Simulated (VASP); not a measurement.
**What goes wrong when Sn is relaxed with a bad input**

Aim: see how common mistakes in a VASP relaxation show up, on Sn. The starting structure is a measured crystal structure from the Crystallography Open Database. The first relaxation on each setting starts from this cell expanded by 3 % in volume.

Program: VASP 6.6.1. Level of theory: Kohn-Sham DFT with plane waves and PAW; PBEsol. Results are calculated unless marked as measured.

The database entry behind the starting cell differs from later determinations by our own check (about 0.15 % long, nanocrystals), so it need not match the best structure at ambient conditions.

## 1. The structure

It takes space group I4_1/amd (No. 141, tetragonal). The conventional cell has a = 5.839 Å, b = 5.839 Å, c = 3.188 Å, α = 90.00°, β = 90.00°, γ = 90.00°. Sn has 6 Sn at 3.03 to 3.19 Å nearest.

Coordinates:

```
Sn
1.0
    -2.91964    2.91964    1.59380
     2.91964   -2.91964    1.59380
     2.91964    2.91964   -1.59380
Sn
2
Direct
  0.75000 0.25000 0.50000
  0.00000 0.00000 0.00000
```

## 2. Reference relaxation

This run starts from the cell of an earlier relaxation, which isn't shown; the restart sets up the plane waves anew.

Input file INCAR:

```
SYSTEM = Sn
PREC = Accurate
ENCUT = 450
EDIFF = 1E-06
NELM = 100
ISMEAR = 1
SIGMA = 0.15
LREAL = .FALSE.
ALGO = Normal
GGA = PS
NBANDS = 20
LORBIT = 11
LWAVE = .FALSE.
LCHARG = .FALSE.
KPAR = 4
IBRION = 2
NSW = 50
ISIF = 3
EDIFFG = -0.006
```

Input file POSCAR:

```
Sn
1.0
   -2.9196668904      2.9196668904      1.5751973247
    2.9196668904     -2.9196668904      1.5751973247
    2.9196668904      2.9196668904     -1.5751973247
Sn
2
Direct
    0.7500000000      0.2500000000      0.5000000000
    0.0000000000      0.0000000000      0.0000000000
```

Input file KPOINTS:

```
Automatic mesh
0
Gamma
16 16 16
0 0 0
```

Potentials, in the order of the species: Sn_d (PBE family, release 64).

Launch:

```
$ mpirun -np 4 vasp_std
```

Log:

```text
[banner, memory and clock lines left out]
running    4 mpi-ranks, on    1 nodes
 distrk:  each k-point on    1 cores,    4 groups
 distr:  one band on    1 cores,    1 groups

 POSCAR found type information on POSCAR Sn
 POSCAR found :  1 types and       2 ions
|                                                                             |
|               ----> ADVICE to this user running VASP <----                  |
|                                                                             |
|     You enforced a specific xc type in the INCAR file but a different       |
|     [... a line on the potential file left out ...]
|     I HOPE YOU KNOW WHAT YOU ARE DOING!                                     |
|                                                                             |

 LDA part: xc-table for (Slater+PW92), standard interpolation
 POSCAR, INCAR and KPOINTS ok, starting setup
 FFT: planning ... GRIDC
 FFT: planning ... GRID_SOFT
 FFT: planning ... GRID
 WAVECAR not read
 entering main loop
       N       E                     dE             d eps       ncg     rms          rms(c)
DAV:   1     0.206823878081E+03    0.20682E+03   -0.13499E+04 14140   0.201E+03
DAV:   2     0.116976774934E+02   -0.19513E+03   -0.19164E+03 14052   0.429E+02
DAV:   3    -0.794729628811E+01   -0.19645E+02   -0.19484E+02 15896   0.132E+02
DAV:   4    -0.854278383882E+01   -0.59549E+00   -0.59508E+00 15816   0.256E+01
DAV:   5    -0.856716832540E+01   -0.24384E-01   -0.24384E-01 19440   0.480E+00    0.247E+00
DAV:   6    -0.853359447962E+01    0.33574E-01   -0.51527E-02 18992   0.339E+00    0.133E+00
DAV:   7    -0.852342524860E+01    0.10169E-01   -0.25802E-02 19076   0.237E+00    0.193E-01
DAV:   8    -0.852285839990E+01    0.56685E-03   -0.22125E-03 17664   0.675E-01    0.319E-02
DAV:   9    -0.852286390450E+01   -0.55046E-05   -0.62646E-05 18900   0.734E-02    0.142E-02
DAV:  10    -0.852286318077E+01    0.72373E-06   -0.50798E-06 16472   0.288E-02
   1 F= -.85228632E+01 E0= -.85227550E+01  d E =-.852286E+01
 curvature:   0.00 expect dE= 0.000E+00 dE for cont linesearch  0.000E+00
 trial: gam= 0.00000 g(F)=  0.203E-47 g(S)=  0.228E-04 ort = 0.000E+00 (trialstep = 0.100E+01)
 search vector abs. value=  0.228E-04
 bond charge predicted
       N       E                     dE             d eps       ncg     rms          rms(c)
DAV:   1    -0.852328185545E+01   -0.41795E-03   -0.89102E-03 16408   0.149E+00    0.110E-01
DAV:   2    -0.852295354795E+01    0.32831E-03   -0.61813E-04 17140   0.403E-01    0.502E-02
DAV:   3    -0.852287035451E+01    0.83193E-04   -0.23307E-04 19260   0.236E-01    0.745E-03
DAV:   4    -0.852286469319E+01    0.56613E-05   -0.13577E-05 16532   0.443E-02    0.227E-03
DAV:   5    -0.852286395245E+01    0.74074E-06   -0.41417E-07  8840   0.848E-03
   2 F= -.85228640E+01 E0= -.85227586E+01  d E =-.771681E-06
 trial-energy change:   -0.000001  1 .order   -0.000001   -0.000023    0.000020
 step:   0.5324(harm=  0.5324)  dis= 0.00000  next Energy=    -8.522869 (dE=-0.607E-05)
 bond charge predicted
       N       E                     dE             d eps       ncg     rms          rms(c)
DAV:   1    -0.852295767349E+01   -0.92980E-04   -0.19405E-03 16356   0.695E-01    0.514E-02
DAV:   2    -0.852288404307E+01    0.73630E-04   -0.13564E-04 16976   0.189E-01    0.235E-02
DAV:   3    -0.852286652061E+01    0.17522E-04   -0.50661E-05 18924   0.110E-01    0.356E-03
DAV:   4    -0.852286673495E+01   -0.21434E-06   -0.27524E-06 12484   0.205E-02
   3 F= -.85228667E+01 E0= -.85227601E+01  d E =-.355418E-05
 curvature:  -0.27 expect dE=-0.654E-07 dE for cont linesearch -0.375E-09
 trial: gam= 0.01862 g(F)=  0.145E-47 g(S)=  0.246E-06 ort =-0.179E-06 (trialstep = 0.906E+00)
 search vector abs. value=  0.247E-06
 reached required accuracy - stopping structural energy minimisation
```

Wall time 1.8 min (4 MPI ranks of Intel Xeon Platinum 8259CL at 2.50GHz (Skylake/Cascade Lake), shared host); peak memory 1.4 GiB.

The logs omit lines about the potential files and the build; timing stands in the text.

From OUTCAR (step 2):

```text
ion  position               nearest neighbor table
   1  0.750  0.250  0.500-   2 3.02   2 3.02   2 3.02   2 3.02   2 3.76   2 3.76   2 3.76   2 3.76

  LATTYP: Found a body centered tetragonal cell.
 ALAT       =     5.8393337808
 C/A-ratio  =     0.5395126855

 Subroutine GETGRP returns: Found 16 space group operations
 (whereof  8 operations were pure point group operations)

The static configuration has the point symmetry D_2d.
 The point group associated with its full space group is D_4h.

 Found    349 irreducible k-points:

   k-points           NKPTS =    349   k-points in BZ     NKDIM =    349   number of bands    NBANDS=     20

   dimension x,y,z NGX =    32 NGY =   32 NGZ =   32
   dimension x,y,z NGXF=    64 NGYF=   64 NGZF=   64

   ENCUT  =  450.0 eV  33.07 Ry    5.75 a.u.   7.64  7.64  7.64*2*pi/ulx,y,z

   NELECT =      28.0000    total number of electrons

 k-points in reciprocal lattice and weights: Automatic mesh
   0.00000000  0.00000000  0.00000000       0.000
   0.06250000  0.00000000  0.00000000       0.002
   0.12500000  0.00000000  0.00000000       0.002
   0.18750000  0.00000000  0.00000000       0.002
   0.25000000  0.00000000  0.00000000       0.002
   0.31250000  0.00000000 -0.00000000       0.002
   0.37500000  0.00000000  0.00000000       0.002
   0.43750000  0.00000000  0.00000000       0.002
   0.50000000  0.00000000  0.00000000       0.001
[...]
-0.43750000 -0.43750000  0.43750000       0.000
   0.50000000  0.50000000  0.50000000       0.000

 average (electrostatic) potential at core
       1 -98.7918       2 -98.7918

 E-fermi :   7.9418

 k-point     1 :       0.0000    0.0000    0.0000
  band No.  band energies     occupation
    ...
     10     -13.1173      2.00000
     11      -3.2887      2.00000
     12       4.2118      2.00000
     13       5.8935      2.00000
     14       5.8935      2.00000
     15      10.8386     -0.00000
     16      14.1178      0.00000
     17      14.1178      0.00000
     18      14.9844      0.00000
     19      15.0856      0.00000
    ...

 k-point     2 :       0.0625    0.0000    0.0000
  band No.  band energies     occupation
    ...
     10     -13.1201      2.00000
     11      -3.2098      2.00000
     12       4.0902      2.00000
     13       5.9011      2.00000
     14       6.1662      2.00000
     15      10.9717      0.00000
     16      13.7522      0.00000
     17      14.1288      0.00000
     18      14.3225      0.00000
     19      14.3751      0.00000
    ...

 k-point     3 :       0.1250    0.0000    0.0000
  band No.  band energies     occupation
    ...
     10     -13.1277      2.00000
     11      -2.9729      2.00000
     12       3.8767      2.00000
     13       5.9315      2.00000
     14       6.8268      2.00000
     15      11.3580      0.00000
     16      12.4331      0.00000
     17      12.9142      0.00000
     18      13.5049      0.00000
     19      14.0646      0.00000
    ...

  Total       -0.0020741     -0.0020741      0.0012557      0.0000000      0.0000000      0.0000000
  in kB       -0.0618329     -0.0618329      0.0374338      0.0000000      0.0000000      0.0000000
  external PRESSURE =      -0.0287440 kB  Pullay stress =       0.0000000 kB

  energy-cutoff  :      450.00
  volume of cell :       53.74
      direct lattice vectors                 reciprocal lattice vectors
    -2.920043583  2.920043583  1.575749059     0.000000000  0.171230321  0.317309407
     2.920043583 -2.920043583  1.575749059     0.171230321  0.000000000  0.317309407
     2.920043583  2.920043583 -1.575749059     0.171230321  0.171230321  0.000000000

 POSITION                                       TOTAL-FORCE (eV/Angst)
 -----------------------------------------------------------------------------------
      0.00000      2.92004      0.78787        -0.000000      0.000000     -0.000000
      0.00000     -0.00000      0.00000         0.000000     -0.000000      0.000000
 -----------------------------------------------------------------------------------
    total drift:                               -0.000000     -0.000000      0.000000

  FREE ENERGIE OF THE ION-ELECTRON SYSTEM (eV)
  ---------------------------------------------------
  free  energy   TOTEN  =        -8.5228667350 eV

  energy  without entropy=       -8.5225467454  energy(sigma->0) =       -8.52276007

 reached required accuracy - stopping structural energy minimisation

 total charge
# of ion       s       p       d       tot
------------------------------------------
    1        1.230   1.020   9.979  12.230
    2        1.230   1.020   9.979  12.230
--------------------------------------------------
tot          2.461   2.041  19.957  24.459

[... 3 further parts left out ...]
```

CONTCAR:

```
Sn
   1.00000000000000
    -2.9200435828377600    2.9200435828377600    1.5757490591954257
     2.9200435828377600   -2.9200435828377600    1.5757490591954257
     2.9200435828377600    2.9200435828377600   -1.5757490591954257
  Sn
     2
Direct
     0.7500000000000000    0.2500000000000000    0.5000000000000000
     0.0000000000000000    0.0000000000000000    0.0000000000000000
```

The PAW data sets were made with PBE, which is usual practice but a small mismatch for other functionals. The run keeps the 16 symmetry operations of its start, so it cannot find a distortion of lower symmetry.

The reference relaxation ends at 26.872 Å³ an atom.

## 3. Relaxation with low precision and a small cutoff

A slip made on purpose: low precision and a small cutoff. Against step 2 the input has PREC = Low and ENCUT = 190 (also changed: NELM).

Changes to INCAR since step 2:

```diff
@@ -1,6 +1,6 @@
 SYSTEM = Sn
-PREC = Accurate
-ENCUT = 450
+PREC = Low
+ENCUT = 190
 EDIFF = 1E-06
-NELM = 100
+NELM = 60
 ISMEAR = 1
```

Input file POSCAR:

```
Sn
1.0
   -2.9485533222      2.9485533222      1.6095812243
    2.9485533222     -2.9485533222      1.6095812243
    2.9485533222      2.9485533222     -1.6095812243
Sn
2
Direct
    0.7500000000      0.2500000000      0.5000000000
    0.0000000000      0.0000000000      0.0000000000
```

KPOINTS is that of step 2.

Launch:

```
$ mpirun -np 4 vasp_std
```

Log:

```text
[banner, memory and clock lines left out]
running    4 mpi-ranks, on    1 nodes
[...]
[... a notice as in an earlier step ...]

 LDA part: xc-table for (Slater+PW92), standard interpolation
 POSCAR, INCAR and KPOINTS ok, starting setup
[...]
entering main loop
       N       E                     dE             d eps       ncg     rms          rms(c)
DAV:   1     0.145118674633E+03    0.14512E+03   -0.92983E+03 14212   0.102E+03
DAV:   2     0.239719650634E+00   -0.14488E+03   -0.14229E+03 14524   0.277E+02
DAV:   3    -0.813440824796E+01   -0.83741E+01   -0.83429E+01 15924   0.728E+01
DAV:   4    -0.823297526661E+01   -0.98567E-01   -0.98545E-01 15204   0.840E+00
[...]
DAV:   8    -0.814661657408E+01    0.49576E-03   -0.27565E-03 15604   0.516E-01    0.251E-02
DAV:   9    -0.814661191384E+01    0.46602E-05   -0.59329E-05 15916   0.756E-02    0.120E-02
DAV:  10    -0.814661242717E+01   -0.51333E-06   -0.43514E-06 14768   0.160E-02
   1 F= -.81466124E+01 E0= -.81466030E+01  d E =-.814661E+01
[... from here on, the cycles between the ionic steps are left out ...]
   2 F= 0.13196685E+02 E0= 0.13196949E+02  d E =0.213433E+02
   3 F= -.90425637E+01 E0= -.90425222E+01  d E =-.895951E+00
   4 F= -.90422448E+01 E0= -.90422185E+01  d E =-.895632E+00
   5 F= -.90434552E+01 E0= -.90434674E+01  d E =-.121039E-02
   6 F= -.90435997E+01 E0= -.90436195E+01  d E =-.135482E-02
   7 F= -.90425945E+01 E0= -.90425891E+01  d E =0.100513E-02
   8 F= -.90439122E+01 E0= -.90439239E+01  d E =-.312549E-03
[...]
reached required accuracy - stopping structural energy minimisation
```

Run time: 51 s. Hardware: 4 MPI ranks; peak memory 0.65 GiB; 2.7 min of CPU time.

OUTCAR, selected parts (step 3):

```text
  Total        0.0028643      0.0028643     -0.0036387      0.0000000      0.0000000      0.0000000
  in kB        0.0969266      0.0969266     -0.1231344      0.0000000      0.0000000      0.0000000
  external PRESSURE =       0.0235730 kB  Pullay stress =       0.0000000 kB

 POSITION                                       TOTAL-FORCE (eV/Angst)
 -----------------------------------------------------------------------------------
     -0.00000      2.79622      0.75692         0.000000      0.000000      0.000000
      0.00000      0.00000      0.00000        -0.000000     -0.000000     -0.000000
 -----------------------------------------------------------------------------------
    total drift:                               -0.000000      0.000000      0.000000

  FREE ENERGIE OF THE ION-ELECTRON SYSTEM (eV)
  ---------------------------------------------------
  free  energy   TOTEN  =        -9.0439122080 eV

  energy  without entropy=       -9.0439471760  energy(sigma->0) =       -9.04392386

[... 2 parts as in an earlier step ...]

[... 2 further parts left out ...]
[key lines of the parts left out:]
E-fermi :   9.6365
```

With low precision and a small cutoff the cell ends at 23.673 Å³ an atom, -11.90 % from the reference.

## 4. Relaxation with a smearing far too wide

A slip made on purpose: a smearing far too wide. Against step 2 the input has ISMEAR = 0 and SIGMA = 2 (also changed: NELM).

Changes to INCAR since step 3:

```diff
@@ -1,8 +1,8 @@
 SYSTEM = Sn
-PREC = Low
-ENCUT = 190
+PREC = Accurate
+ENCUT = 450
 EDIFF = 1E-06
 NELM = 60
-ISMEAR = 1
-SIGMA = 0.15
+ISMEAR = 0
+SIGMA = 2
 LREAL = .FALSE.
```

POSCAR is that of step 3.

KPOINTS is that of step 3.

Launch:

```
$ mpirun -np 4 vasp_std
```

Log:

```text
[... set-up lines as in an earlier step ...]
 entering main loop
       N       E                     dE             d eps       ncg     rms          rms(c)
DAV:   1     0.206231944322E+03    0.20623E+03   -0.13507E+04 14060   0.198E+03
DAV:   2     0.109814639796E+02   -0.19525E+03   -0.19182E+03 14048   0.426E+02
DAV:   3    -0.894518358625E+01   -0.19927E+02   -0.19698E+02 15868   0.132E+02
DAV:   4    -0.956506241468E+01   -0.61988E+00   -0.61888E+00 15904   0.261E+01
[...]
DAV:   8    -0.955476614499E+01    0.45037E-03   -0.17286E-03 17440   0.595E-01    0.303E-02
DAV:   9    -0.955477049564E+01   -0.43507E-05   -0.49860E-05 19000   0.641E-02    0.143E-02
DAV:  10    -0.955476979254E+01    0.70309E-06   -0.42816E-06 15912   0.271E-02
   1 F= -.95547698E+01 E0= -.84886808E+01  d E =-.955477E+01
[... from here on, the cycles between the ionic steps are left out ...]
   2 F= -.95661058E+01 E0= -.84584206E+01  d E =-.113360E-01
   3 F= -.95661077E+01 E0= -.84574349E+01  d E =-.113379E-01
   4 F= -.95669590E+01 E0= -.84595097E+01  d E =-.851292E-03
   5 F= -.95673002E+01 E0= -.84610085E+01  d E =-.119255E-02
   6 F= -.95673184E+01 E0= -.84613439E+01  d E =-.121074E-02
   7 F= -.95673029E+01 E0= -.84616560E+01  d E =-.119520E-02
   8 F= -.95673155E+01 E0= -.84614782E+01  d E =-.120781E-02
   9 F= -.95673180E+01 E0= -.84614000E+01  d E =-.121036E-02
[...]
reached required accuracy - stopping structural energy minimisation
```

Elapsed: 4.2 min, on 4 MPI ranks; peak memory 1.5 GiB; 14 min of CPU time.

Parts of OUTCAR (step 4):

```text
  Total       -0.0106322     -0.0106322     -0.0026294      0.0000000      0.0000000      0.0000000
  in kB       -0.2937327     -0.2937327     -0.0726406      0.0000000      0.0000000      0.0000000
  external PRESSURE =      -0.2200354 kB  Pullay stress =       0.0000000 kB

 POSITION                                       TOTAL-FORCE (eV/Angst)
 -----------------------------------------------------------------------------------
     -0.00000      3.00856      0.80089         0.000000     -0.000000     -0.000000
      0.00000     -0.00000      0.00000        -0.000000      0.000000      0.000000
 -----------------------------------------------------------------------------------
    total drift:                                0.000000     -0.000000      0.000000

  FREE ENERGIE OF THE ION-ELECTRON SYSTEM (eV)
  ---------------------------------------------------
  free  energy   TOTEN  =        -9.5673180460 eV

  energy  without entropy=       -7.3554819218  energy(sigma->0) =       -8.46139998

[... 2 parts as in an earlier step ...]

[... 2 further parts left out ...]
[key lines of the parts left out:]
E-fermi :   7.0679
```

Logs of long relaxations may skip ionic steps without a mark.

With a smearing far too wide the cell ends at 28.997 Å³ an atom, +7.91 % from the reference.

(Continued in part 2 of 2.)

[Lines on the potential files, build, host, timing and source positions are cut from VASP's logs without a mark.]

[Logs are printed without paths, hosts, clocks, repeated set-up lines and the standing remarks that a program may print on its own settings, such as how far it seeks lower states.]

[Hosts, paths, dates, database ids (printed as entryN), source tags and the programs' standing remarks are cut or masked in the printed files.]
